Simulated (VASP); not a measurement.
Data:

```
SnSi
1.0
   10.60719     0.00000     0.00000
    0.00000     3.66735     0.00000
    0.00000     0.00000     4.36005
Sn Si
4 4
Direct
  0.15249   0.25000   0.02726
  0.34751   0.75000   0.52726
  0.84751   0.75000   0.97274
  0.65249   0.25000   0.47274
  0.92586   0.25000   0.44143
  0.57414   0.75000   0.94143
  0.07414   0.75000   0.55857
  0.42586   0.25000   0.05857
```

Level of theory: PBEsol GGA, VASP's PBE PAW potentials (set 64) (plane waves; VASP). Run with 400 eV cut-off, Gaussian smearing of 0.050 eV, potentials Sn_d Si.

Question: Give the energies of bands 29 to 42 at the high-symmetry points, in eV from the Fermi level.

Answer: 
```tsv
band	Γ	X	S	Y	Z	U	R	T
29	-3.29	-3.07	-2.14	-4.04	-4.09	-2.02	-4.37	-5.27
30	-2.74	-3.07	-2.14	-4.04	-4.09	-2.02	-4.37	-5.27
31	-2.47	-1.92	-2.14	-1.55	-0.99	-1.41	-4.37	-4.64
32	-2.16	-1.92	-2.14	-1.55	-0.99	-1.41	-4.37	-4.64
33	-1.58	-1.64	-1.09	-1.40	1.05	-0.99	-3.54	-2.70
34	-0.90	-1.64	-1.09	-1.40	1.05	-0.99	-3.54	-2.70
35	-0.64	-1.19	-1.09	-0.54	1.50	1.24	-3.54	-2.06
36	0.16	-1.19	-1.09	-0.54	1.50	1.24	-3.54	-2.06
37	0.23	1.25	0.14	0.23	1.63	1.47	0.68	-1.37
38	0.39	1.25	0.14	0.23	1.63	1.47	0.68	-1.37
39	1.08	1.29	0.14	0.87	2.00	2.45	0.68	-0.59
40	1.79	1.29	0.14	0.87	2.00	2.45	0.68	-0.59
41	2.58	2.36	1.79	1.55	2.67	3.22	1.87	3.60
42	2.63	2.36	1.79	1.56	2.67	3.22	1.87	3.60
```

It has no gap at this level: it comes out as a metal or semimetal.

The structure was generated: SiSn was put into the GeS type (Pnma), which need not be its known phase. It was relaxed first, which changed the volume by -36 %.
